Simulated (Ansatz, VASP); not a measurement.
CaMg: VASP beside Ansatz

```
Ca Mg
1.0
     4.02737    0.00000    0.00000
     0.00000    4.02737    0.00000
     0.00000    0.00000    3.86162
Ca Mg
1 1
Cartesian
  0.0000 0.0000 1.9308
  2.0137 2.0137 0.0000
```

The cell comes from a database or a generator and needn't be the stable form of this composition.

Alike in both runs: task single point; functional LDA; k mesh 12 × 12 × 12; occupations gaussian, width 0.15 eV; no spin polarisation.

|  | VASP | Ansatz |
| --- | --- | --- |
| version | VASP 6.6.1 | Ansatz 0.2.0 |
| potentials or method | VASP PAW LDA potentials, release 64 (Ca_sv, Mg) | scalar-relativistic, plane waves, PAW |
| plane-wave cutoff (eV) | 520 | 420 |
| valence electrons in the cell | 12 | 20 |

VASP gave:

- gap on the k mesh at the Fermi level (eV): none
- pressure (GPa): -2.3
- largest component of the traceless stress (GPa): 0.29

**Question.** Which values does Ansatz return?

**Answer.** gap on the k mesh at the Fermi level (eV): none; pressure (GPa): -2.1; largest component of the traceless stress (GPa): 0.28.

A gap of «none» marks a metal or a gap that the smearing closes. The two sets of potentials don't hold the same shells in valence.
